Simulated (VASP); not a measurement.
A VASP calculation is set up with these files.

POSCAR:
```
ZnSe
1
    4.9677343345     0.0000000000     0.0000000000
   -0.0000000000     4.9677343345    -0.0000000000
   -0.0000000000    -0.0000000000     4.4390618749
Zn Se
2 2
Direct
  0.5000000000   0.0000000000   0.0925067425
  0.0000000000   0.5000000000   0.9074932575
  0.0000000000   0.0000000000   0.0000000000
  0.5000000000   0.5000000000   0.0000000000
```

File KPOINTS:
```
Automatic mesh
0
Gamma
6 6 6
0 0 0
```

### INCAR
```
# general
SYSTEM  = ZnSe
PREC    = Accurate
ENCUT   = 400
LREAL   = F
LASPH   = T

# electronic loop
EDIFF   = 1E-6
NELM    = 100
ALGO    = Normal
LMAXMIX = 4
LMIXTAU = T

# smearing
ISMEAR  = 1
SIGMA   = 0.1

# functional
METAGGA = R2SCAN

# ions
IBRION  = 2
NSW     = 60
ISIF    = 3
EDIFFG  = -0.02

# output
LWAVE   = F
LCHARG  = F
```

POTCAR, in this order: Zn Se (PBE.64 set). Program: vasp_std.

**Question.** Translate this r2SCAN calculation to Ansatz.

**Answer.** One equivalent input (not run):
Ansatz 0.2 input:
```yaml
crystal:
  lattice:
    - [4.9677343, 0.0000000, 0.0000000]
    - [0.0000000, 4.9677343, 0.0000000]
    - [0.0000000, 0.0000000, 4.4390619]
  atoms:
    - { symbol: Zn, position: [0.5000000, 0.0000000, 0.0925067] }
    - { symbol: Zn, position: [0.0000000, 0.5000000, 0.9074933] }
    - { symbol: Se, position: [0.0000000, 0.0000000, 0.0000000] }
    - { symbol: Se, position: [0.5000000, 0.5000000, 0.0000000] }
kpoints:
  mp_grid: { grid: [6, 6, 6] }
hamiltonian:
  xc: r2scan
  pseudopotentials: { kind: paw }
scf:
  occupations: { method: methfessel_paxton, width: 0.1 }
  max_iter: 100
relax:
  max_steps: 60
  f_tol: 0.02
  cell: {}
output: { forces: true, stress: true, eigenvalues: true }
```
The two are equivalent in intent, not identical: each code has its own PAW files, so the cut-off isn't converted (ENCUT is set for VASP's; basis.ecutwfc is left out, and Ansatz then takes the one that its files recommend); Ansatz stops its SCF on the density residual and VASP on the energy change (EDIFF).

The structure was generated: ZnSe was put into the litharge type (P4/nmm), which need not be its known phase. This run relaxes it. Symmetry was kept, so distortions that lower it aren't found. The start is the result of an earlier pass.
